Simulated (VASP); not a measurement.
Computed with PBE GGA, VASP's PBE PAW potentials (set 64) (plane waves; VASP).

A VASP calculation is set up with these files.

File POSCAR:
```
B31N32Si
1.0
  7.2488848260   0.0000000000   0.0000000000
  0.0000000000   7.2488848260   0.0000000000
  0.0000000000   0.0000000000   7.2488848260
B N Si
31 32 1
Cart
  3.6244424130   0.0000000000   0.0000000000
  5.4366636195   1.8122212065   0.0000000000
  5.4366636195   0.0000000000   1.8122212065
  0.0000000000   0.0000000000   0.0000000000
  1.8122212065   1.8122212065   0.0000000000
  3.6244424130   3.6244424130   0.0000000000
  5.4366636195   5.4366636195   0.0000000000
  1.8122212065   0.0000000000   1.8122212065
  3.6447320416   1.8615208722   1.8259288477
  5.3870015096   3.5815580104   1.8190714027
  3.6244424130   0.0000000000   3.6244424130
  5.3940329278   1.7903803165   3.5829063029
  5.4366636195   0.0000000000   5.4366636195
  0.0000000000   3.6244424130   0.0000000000
  1.8122212065   5.4366636195   0.0000000000
  0.0000000000   1.8122212065   1.8122212065
  1.8081545821   3.6288279883   1.8198977755
  3.6393533691   5.4845642504   1.8339243677
  0.0000000000   0.0000000000   3.6244424130
  1.7643568200   1.7732584506   3.5989118406
  5.4691676191   5.4320315821   3.6350040382
  1.8122212065   0.0000000000   5.4366636195
  3.6647679593   1.8141784054   5.4804758794
  5.4171931149   3.5982231966   5.4267616428
  0.0000000000   5.4366636195   1.8122212065
  0.0000000000   3.6244424130   3.6244424130
  1.7839795512   5.4241230488   3.6178314300
  0.0000000000   1.8122212065   5.4366636195
  1.7669446719   3.6037033535   5.3912566049
  3.6621438630   5.4775183344   5.4318793555
  0.0000000000   5.4366636195   5.4366636195
  4.5305530162   0.9061106033   0.9061106033
  6.3427742228   2.7183318097   0.9061106033
  6.3427742228   0.9061106033   2.7183318097
  0.9061106033   0.9061106033   0.9061106033
  2.7457180966   2.7232248070   0.8718451247
  4.5522634263   4.4820144835   0.9074299003
  6.3427742228   6.3427742228   0.9061106033
  2.7524595595   0.9166939751   2.7138592478
  4.4822609455   2.6821961189   2.7329020683
  6.3597583599   4.5653911567   2.6937653391
  4.5801498862   0.8660170213   4.5603024396
  6.3838101597   2.7406366284   4.5590918758
  6.3427742228   0.9061106033   6.3427742228
  0.9061106033   4.5305530162   0.9061106033
  2.7183318097   6.3427742228   0.9061106033
  0.9128520661   2.7194046447   2.7190059560
  2.6717432270   4.5003106688   2.6945627164
  4.5496320811   6.3405198196   2.7322134242
  0.9061106033   0.9061106033   4.5305530162
  2.7538803409   2.6692641084   4.4929168062
  4.5591933602   4.5006658641   4.5247611573
  6.3427742228   6.3427742228   4.5305530162
  2.7183318097   0.9061106033   6.3427742228
  4.5291322348   2.6865237031   6.3101107477
  6.3427742228   4.5305530162   6.3427742228
  0.9061106033   6.3427742228   2.7183318097
  0.8577025504   4.5725748016   4.5050079461
  2.6870238762   6.3259495611   4.5568809659
  0.9061106033   2.7183318097   6.3427742228
  2.7598244265   4.5340759743   6.3448908971
  4.5305530162   6.3427742228   6.3427742228
  0.9061106033   6.3427742228   6.3427742228
  3.6034713892   3.6284365485   3.5857623636
```

File KPOINTS:
```
Automatic mesh
0
Gamma
1 1 1
0 0 0
```

**INCAR**
```
SYSTEM  =  B31N32Si
PREC  =  Normal; ENCUT  =  400; LREAL  =  Auto
LASPH  =  .TRUE.; ISYM  =  0; NELECT  =  256.0
EDIFF  =  1E-5; NELM  =  100; NELMIN  =  4
ALGO  =  Fast
ISMEAR  =  0; SIGMA  =  0.05
GGA  =  PE
IBRION  =  2; NSW  =  60; ISIF  =  2
EDIFFG  =  -0.03
LWAVE  =  .TRUE.; LCHARG  =  .FALSE.
```

POTCAR, in this order: B N Si (PBE.64 set). Program: vasp_gam.

The cell is charged, with a uniform compensating background. The supercell is sampled at Γ alone, which is coarse: total energies, pressure and levels can be off, energies of defects by several tenths of an eV.

Q: Estimate the energy per atom (σ→0).

A: 
```json
{
 "energy per atom (σ→0)": "-8.774 eV/atom"
}
```

File OSZICAR:
```
...
RMM:   4    -0.561540779530E+03    0.27163E-06   -0.43344E-05   234   0.151E-02
  14 F= -.56154078E+03 E0= -.56154078E+03  d E =-.328693E-03
       N       E                     dE             d eps       ncg     rms          rms(c)
DAV:   1    -0.561540796537E+03   -0.16735E-04   -0.35961E-03   372   0.172E-01    0.130E-02
RMM:   2    -0.561540799234E+03   -0.26972E-05   -0.55796E-05   271   0.207E-02    0.623E-03
RMM:   3    -0.561540798824E+03    0.41008E-06   -0.76864E-06   186   0.737E-03    0.322E-03
RMM:   4    -0.561540798776E+03    0.48538E-07   -0.16059E-06   182   0.284E-03
  15 F= -.56154080E+03 E0= -.56154080E+03  d E =-.347938E-03
```

The cell is a supercell with a defect, built from BN (zinc blende): Si_B, charge +1. The run is not spin-polarised, so no state with unpaired spins was tried.
